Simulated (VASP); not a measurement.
Consider the following.

```yaml
crystal:
  lattice:
    - [-1.65270, 1.65270, 1.65270]
    - [1.65270, -1.65270, 1.65270]
    - [1.65270, 1.65270, -1.65270]
  atoms:
    - { symbol: Nb, position: [0.00000, 0.00000, 0.00000] }
```

All values below come from PBE GGA with spin-orbit coupling, VASP's PBE PAW potentials (set 64) (plane waves; VASP 6.6.1). Settings: 400 eV cut-off, 14×14×14 Γ-centred mesh, Gaussian smearing of 0.050 eV, potentials Nb_sv.

Question: Give the energies of bands 9 to 19 at the high-symmetry points, in eV from the Fermi level.

Answer: 
```
band      Γ      H      N      P
----  -----  -----  -----  -----
9     -5.93  -3.72  -3.72  -1.21
10    -5.93  -3.72  -3.72  -1.21
11     0.32  -3.72  -1.67  -1.06
12     0.32  -3.72  -1.67  -1.06
13     0.32   5.52   2.26  -1.06
14     0.32   5.52   2.26  -1.06
15     0.42   5.52   3.28   4.10
16     0.42   5.52   3.28   4.10
17     3.26   5.68   3.97   4.10
18     3.26   5.68   3.97   4.10
19     3.26   8.63   6.34   9.40
```

It has no gap at this level: it comes out as a metal or semimetal.

The compound is Nb in the bcc structure. It was relaxed first.
